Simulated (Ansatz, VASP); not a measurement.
Two plane-wave programs on RbGe2Sb3

File INCAR:

```
SYSTEM = RbGe2Sb3
  ALGO = Normal
  EDIFF = 1E-7
  ENCUT = 520
  GGA = PE
  ISIF = 2
  ISMEAR = 0
  LASPH = .TRUE.
  LCHARG = .TRUE.
  LELF = .TRUE.
  LREAL = .FALSE.
  LVHAR = .TRUE.
  LWAVE = .FALSE.
  NBANDS = 64
  NELM = 100
  PREC = Accurate
  SIGMA = 0.1
```

File KPOINTS:

```
k-points
0
G
  6 6 1
  0 0 0
```

Contents of POSCAR:

```
RbGe2Sb3
1.0
    3.9810576406      0.0000000000      0.0000000000
   -1.9905288203      3.4476970507      0.0000000000
    0.0000000000      0.0000000000     22.9526776022
Rb Ge Sb
2 4 6
Direct
    0.0000000000      0.0000000000      0.2500000000
    0.0000000000      0.0000000000      0.7500000000
    0.3333333333      0.6666666667      0.9280000000
    0.6666666667      0.3333333333      0.4280000000
    0.6666666667      0.3333333333      0.0720000000
    0.3333333333      0.6666666667      0.5720000000
    0.0000000000      0.0000000000      0.5000000000
    0.0000000000      0.0000000000      0.0000000000
    0.3333333333      0.6666666667      0.3650000000
    0.6666666667      0.3333333333      0.8650000000
    0.6666666667      0.3333333333      0.6350000000
    0.3333333333      0.6666666667      0.1350000000
```

Input for Ansatz:

```yaml
crystal:
  lattice:
    - [3.9810576406, 0.0, 0.0]
    - [-1.9905288203, 3.4476970507, 0.0]
    - [0.0, 0.0, 22.9526776022]
  atoms:
    - { symbol: Rb, position: [0.0, 0.0, 0.25] }
    - { symbol: Rb, position: [0.0, 0.0, 0.75] }
    - { symbol: Ge, position: [0.3333333333, 0.6666666667, 0.928] }
    - { symbol: Ge, position: [0.6666666667, 0.3333333333, 0.428] }
    - { symbol: Ge, position: [0.6666666667, 0.3333333333, 0.072] }
    - { symbol: Ge, position: [0.3333333333, 0.6666666667, 0.572] }
    - { symbol: Sb, position: [0.0, 0.0, 0.5] }
    - { symbol: Sb, position: [0.0, 0.0, 0.0] }
    - { symbol: Sb, position: [0.3333333333, 0.6666666667, 0.365] }
    - { symbol: Sb, position: [0.6666666667, 0.3333333333, 0.865] }
    - { symbol: Sb, position: [0.6666666667, 0.3333333333, 0.635] }
    - { symbol: Sb, position: [0.3333333333, 0.6666666667, 0.135] }
basis:
  ecutwfc: 420
kpoints:
  mp_grid: { grid: [6, 6, 1] }
hamiltonian:
  xc: pbe
scf:
  occupations: { method: gaussian, width: 0.1 }
  lower_state_search: "off"
output:
  forces: true
  stress: true
  eigenvalues: true
```

Alike in both runs: task single point; functional PBE; k mesh 6 × 6 × 1; occupations gaussian, width 0.1 eV; no spin polarisation.

|  | VASP | Ansatz |
| --- | --- | --- |
| version | VASP 6.6.1 | Ansatz 0.2.0 |
| potentials or method | VASP PAW PBE potentials, release 64 (Rb_sv, Ge_d, Sb) | scalar-relativistic, plane waves, PAW |
| plane-wave cutoff (eV) | 520 | 420 |
| valence electrons in the cell | 104 | 164 |

Ansatz gave:

```
gap on the k mesh at the Fermi level (eV)       : none
pressure (GPa)                                  : 7.5
largest component of the traceless stress (GPa) : 3.36
rms of the force components (eV/Å)              : 0.146
```

What did VASP give for the same quantities?

gap on the k mesh at the Fermi level (eV): none; pressure (GPa): 7.6; largest component of the traceless stress (GPa): 3.38; rms of the force components (eV/Å): 0.147.

Atom by atom the forces differ by 0.004 eV/Å (rms over components). A gap of «none» marks a metal or a gap that the smearing closes. The two sets of potentials don't hold the same shells in valence.

The runs have no spin-orbit coupling, so splittings on Sb are missing.
